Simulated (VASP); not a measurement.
Consider the following.

```yaml
crystal:
  lattice:
    - [0.00000, 2.82550, 2.82550]
    - [2.82550, 0.00000, 2.82550]
    - [2.82550, 2.82550, 0.00000]
  atoms:
    - { symbol: Li, position: [0.25000, 0.25000, 0.25000] }
    - { symbol: Li, position: [0.75000, 0.75000, 0.75000] }
    - { symbol: S, position: [0.00000, 0.00000, 0.00000] }
```

The numbers are results of PBE GGA with D3 dispersion (zero damping), VASP's PBE PAW potentials (set 64) (plane waves; VASP 6.6.1), not measurements. Run with 520 eV cut-off, 7×7×7 Γ-centred mesh, Gaussian smearing of 0.050 eV, potentials Li_sv S.

**Question.** Give the stress tensor in GPa (positive for a compressed cell).

**Answer.** 
```
-1.29   0.00   0.00
 0.00  -1.29   0.00
 0.00   0.00  -1.29
```
The pressure is its mean diagonal, -1.29 GPa.

The compound is Li2S in the antifluorite structure. This cell is one point of a volume scan, at 1.03 of the reference volume.
